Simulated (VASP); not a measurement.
Here is the system:

```yaml
crystal:
  lattice:
    - [5.66087, 0.00000, 0.00000]
    - [-2.83044, 4.90246, 0.00000]
    - [0.00000, 0.00000, 4.56784]
  atoms:
    - { symbol: Mo, position: [0.50000, 0.00000, 0.00000] }
    - { symbol: Mo, position: [0.50000, 0.50000, 0.00000] }
    - { symbol: Mo, position: [0.00000, 0.50000, 0.00000] }
    - { symbol: Sb, position: [0.00000, 0.00000, 0.00000] }
    - { symbol: Sb, position: [0.33333, 0.66667, 0.50000] }
    - { symbol: Sb, position: [0.66667, 0.33333, 0.50000] }
```

Method: PBE GGA, VASP's PBE PAW potentials (set 64) (plane waves; VASP). Numerical set-up: 300 eV cut-off, 3×3×3 Γ-centred mesh, Gaussian smearing of 0.20 eV, potentials Mo_sv Sb.

At this cut-off the stress carries a Pulay error, which pulls relaxed volumes low. Unless said otherwise, spin-orbit coupling is left out, though it shifts the bands of the heavy elements here.

Problem. Predict the energy per atom (σ→0), pressure, band gap (on the k-mesh) with the smallest direct gap where there is one.

Solution. 
The band gap (on the k-mesh) is none (metal, semimetal or under 0.01 eV), the energy per atom (σ→0) is -7.257 eV/atom and the pressure comes out as 19.3 kbar.

The structure was generated: SbMo was put into an ordered model structure, which need not be its known phase. The cell was not relaxed at this level. The k-mesh is coarse (spacing up to 0.46 per Å, 2π included), so the numbers may not be converged in it. The electron count is odd and the run is not spin-polarised, which forces a metal.
